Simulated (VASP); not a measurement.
For cubic NaF (space group Fm-3m), PBE GGA, VASP's PBE PAW potentials (set 64) (VASP 6.6.1) gives ε∞ = 1.86, a static ε₀ = 4.48 and a transverse optical mode at 273 cm⁻¹.

Task: Estimate the longitudinal optical frequency at Γ.

Result: By the Lyddane-Sachs-Teller relation, ω_LO = ω_TO √(ε₀/ε∞) = 273 × √(4.48/1.86) = 424 cm⁻¹.

The structure comes from a computed database's NaF entry; how it stands against other phases isn't given here. The cell was not relaxed at this level. The run is one of a series of settings (EDIFF = 1E-8, IBRION = 8, LEPSILON = .TRUE., NSW = 1 against the base run), some of them coarse on purpose.
